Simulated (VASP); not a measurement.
Calculation: PBEsol GGA, VASP's PBE PAW potentials (set 64) (plane waves; VASP).

VASP input:

### POSCAR
```
TiAg
1
    2.9038100000     0.0000000000     0.0000000000
    0.0000000000     2.9038100000     0.0000000000
    0.0000000000     0.0000000000     8.1327000000
Ti Ag
2 2
Direct
 -0.0112040000   0.4726100000   0.8854590000
  0.5369810000  -0.0280850000   0.1192820000
  0.0263290000   0.5287660000   0.3759620000
  0.4478940000   0.0267090000   0.6192980000
```

**KPOINTS**
```
Regular mesh
0
Gamma
 7 7 3
0 0 0
```

INCAR:
```
SYSTEM=TiAg
PREC=Accurate; ENCUT=300; LREAL=F
LASPH=T
EDIFF=1E-6; NELM=100; ALGO=Normal
LMAXMIX=4
ISMEAR=0; SIGMA=0.1
GGA=PS
ISIF=2
LWAVE=F; LCHARG=F
```

POTCAR, in this order: Ti_sv Ag (PBE.64 set). Program: vasp_std.

At this cut-off the stress carries a Pulay error, which pulls relaxed volumes low.

Question: Estimate the energy per atom (σ→0), pressure, largest force, band gap (on the k-mesh).

Answer: 
```json
{
  "energy per atom (σ→0)": "-5.868 eV/atom",
  "band gap (on the k-mesh)": "none (metal, semimetal or under 0.01 eV)",
  "pressure": "-3.17 GPa",
  "largest_force": "0.719 eV/Å"
}
```

### OSZICAR
```
...
DAV:   9    -0.234989370022E+02    0.14669E+00   -0.16447E+00  5667   0.765E+00    0.205E+00
DAV:  10    -0.234739119840E+02    0.25025E-01   -0.14796E-01  5793   0.349E+00    0.424E-01
DAV:  11    -0.234745873897E+02   -0.67541E-03   -0.11745E-02  5082   0.820E-01    0.104E-01
DAV:  12    -0.234745968697E+02   -0.94800E-05   -0.75269E-04  6062   0.292E-01    0.382E-02
DAV:  13    -0.234745938838E+02    0.29859E-05   -0.85176E-05  5031   0.840E-02    0.143E-02
DAV:  14    -0.234745916360E+02    0.22479E-05   -0.11283E-05  5165   0.381E-02    0.739E-03
DAV:  15    -0.234745919286E+02   -0.29264E-06   -0.24295E-06  3416   0.143E-02
   1 F= -.23474592E+02 E0= -.23470230E+02  d E =-.872378E-02
```

The structure comes from a computed database's TiAg entry; how it stands against other phases isn't given here. The cell was not relaxed at this level, atoms are displaced from their ideal sites. The k-mesh is coarse (spacing up to 0.31 per Å, 2π included), so the numbers may not be converged in it.
